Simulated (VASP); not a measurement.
GaSb:

```
Ga Sb
1.0
     0.00000    3.05900    3.05900
     3.05900    0.00000    3.05900
     3.05900    3.05900    0.00000
Ga Sb
1 1
Direct
  0.00000 0.00000 0.00000
  0.25000 0.25000 0.25000
```

| Quantity | Value |
| --- | --- |
| Program | VASP 6.6.1 |
| Task | relaxation of cell and atoms |
| Functional | PBE |
| Potentials or basis | VASP PAW PBE potentials, release 64 (Ga_d, Sb) |
| Cutoff | 520 eV |
| k mesh | 4 × 4 × 4 |
| Occupations | gaussian, width 0.02 eV |
| Spin | no spin polarisation |

At the start: pressure 2.7 GPa; volume 28.62 Å³/atom.

Q: Where does the relaxation end?

A: Over 18 steps the energy falls by 17.1 meV/atom and the volume is 30.47 Å³/atom (+6.5 %); space group F-43m (No. 216, to 0.05 Å).

The path:
| step | energy change (eV) | largest force (eV/Å) | pressure (GPa) | volume (Å³) |
| --- | --- | --- | --- | --- |
| 1 | 0.0000 | 0.0000 | 2.73 | 57.25 |
| 2 | -0.0338 | 0.0000 | -0.30 | 61.39 |
| 3 | -0.0342 | 0.0000 | -0.07 | 61.03 |
| 4 | -0.0342 | 0.0000 | 0.01 | 60.93 |
| 5 | -0.0342 | 0.0000 | 0.02 | 60.93 |
| 6 | -0.0342 | 0.0000 | 0.02 | 60.93 |
| 7 | -0.0342 | 0.0000 | 0.02 | 60.93 |
| 8 | -0.0342 | 0.0000 | 0.02 | 60.93 |
| 9 | -0.0342 | 0.0000 | 0.02 | 60.93 |
| 10 | -0.0342 | 0.0000 | 0.02 | 60.93 |
| 11 | -0.0342 | 0.0000 | 0.02 | 60.93 |
| 12 | -0.0342 | 0.0000 | 0.02 | 60.93 |
| 13 | -0.0342 | 0.0000 | 0.02 | 60.93 |
| 14 | -0.0342 | 0.0000 | 0.02 | 60.94 |
| 15 | -0.0342 | 0.0000 | 0.02 | 60.94 |
| 16 | -0.0342 | 0.0000 | 0.02 | 60.94 |
| 17 | -0.0342 | 0.0000 | 0.01 | 60.94 |
| 18 | -0.0342 | 0.0000 | 0.00 | 60.95 |

Final structure:
```cif
data_structure
_symmetry_space_group_name_H-M 'P 1'
_symmetry_Int_Tables_number 1
_cell_length_a 4.4173
_cell_length_b 4.4173
_cell_length_c 4.4173
_cell_angle_alpha 60.000
_cell_angle_beta 60.000
_cell_angle_gamma 60.000
_cell_volume 60.95
loop_
_atom_site_label
_atom_site_type_symbol
_atom_site_fract_x
_atom_site_fract_y
_atom_site_fract_z
_atom_site_occupancy
Ga1 Ga 0.00000 0.00000 0.00000 1
Sb1 Sb 0.25000 0.25000 0.25000 1
```

Caveat: the k mesh is coarse (spacing up to 0.44 Å⁻¹), so the values aren't converged.
